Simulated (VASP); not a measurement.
Method: PBE GGA, VASP's PBE PAW potentials (set 64) (plane waves; VASP 6.6.1).

VASP input:

**INCAR**
```
SIGMA=0.1   ! width (eV)
EDIFF=1E-5
ISMEAR=1   ! Methfessel-Paxton
GGA=PE
EDIFFG=-0.03   ! ionic stop
NELMIN=4
LASPH=T   ! aspherical one-centre terms
NSW=20   ! most ionic steps
ISIF=2   ! forces and stress, cell fixed
LMAXMIX=4   ! l cut-off of mixed one-centre charges
ENCUT=400
PREC=Normal
NELM=100
IBRION=2   ! conjugate gradients
LREAL=F
LCHARG=F
SYSTEM=Rb
LWAVE=F
ALGO=Fast
```

KPOINTS:
```
Automatic
0
G
  12 12 12
0 0 0
```

POSCAR:
```
Rb
1
   -2.8361931749     2.8361931749     2.8361931749
    2.8361931749    -2.8361931749     2.8361931749
    2.8361931749     2.8361931749    -2.8361931749
Rb
1
Direct
  0.0000000000   0.0000000000   0.0000000000
```

POTCAR, in this order: Rb_sv (PBE.64 set). Program: vasp_std.

Output

OSZICAR:
```
       N       E                     dE             d eps       ncg     rms          rms(c)
DAV:   1     0.407748679421E+02    0.40775E+02   -0.29706E+03  1152   0.670E+02
DAV:   2     0.125283951603E+01   -0.39522E+02   -0.39119E+02  1232   0.133E+02
DAV:   3    -0.875903167597E+00   -0.21287E+01   -0.21236E+01  1576   0.347E+01
DAV:   4    -0.932438251524E+00   -0.56535E-01   -0.56381E-01  1864   0.481E+00
DAV:   5    -0.933088529589E+00   -0.65028E-03   -0.65028E-03  1760   0.334E-01    0.116E+00
RMM:   6    -0.933712555517E+00   -0.62403E-03   -0.13330E-03  1152   0.272E-01    0.709E-01
RMM:   7    -0.934636764913E+00   -0.92421E-03   -0.34531E-03  1153   0.425E-01    0.469E-02
RMM:   8    -0.934747225848E+00   -0.11046E-03   -0.17330E-04  1185   0.989E-02    0.676E-03
RMM:   9    -0.934748954421E+00   -0.17286E-05   -0.29819E-05   923   0.344E-02
   1 F= -.93474895E+00 E0= -.93450130E+00  d E =-.934749E+00
```

**OUTCAR**
```
------------------------ aborting loop because EDIFF is reached ----------------------------------------
  FORCE on cell =-STRESS in cart. coord.  units (eV):
  Direction    XX          YY          ZZ          XY          YZ          ZX
  --------------------------------------------------------------------------------------
  Total       -0.0155143     -0.0155143     -0.0155143      0.0000000     -0.0000000      0.0000000
  in kB       -0.2723800     -0.2723800     -0.2723800      0.0000000     -0.0000000      0.0000000
  external PRESSURE =      -0.2723800 kB  Pullay stress =       0.0000000 kB
  volume of cell :       91.26
      direct lattice vectors                 reciprocal lattice vectors
    -2.836193175  2.836193175  2.836193175     0.000000000  0.176292646  0.176292646
     2.836193175 -2.836193175  2.836193175     0.176292646  0.000000000  0.176292646
     2.836193175  2.836193175 -2.836193175     0.176292646  0.176292646  0.000000000
 POSITION                                       TOTAL-FORCE (eV/Angst)
 -----------------------------------------------------------------------------------
      0.00000      0.00000      0.00000         0.000000     -0.000000      0.000000
 -----------------------------------------------------------------------------------
    total drift:                                0.000000      0.000000      0.000000
  FREE ENERGIE OF THE ION-ELECTRON SYSTEM (eV)
  ---------------------------------------------------
  free  energy   TOTEN  =        -0.9347489544 eV

  energy  without entropy=       -0.9340059938  energy(sigma->0) =       -0.93450130

 reached required accuracy - stopping structural energy minimisation
```
(Selected blocks of OUTCAR.)

The compound is Rb in the bcc structure. It was relaxed first.
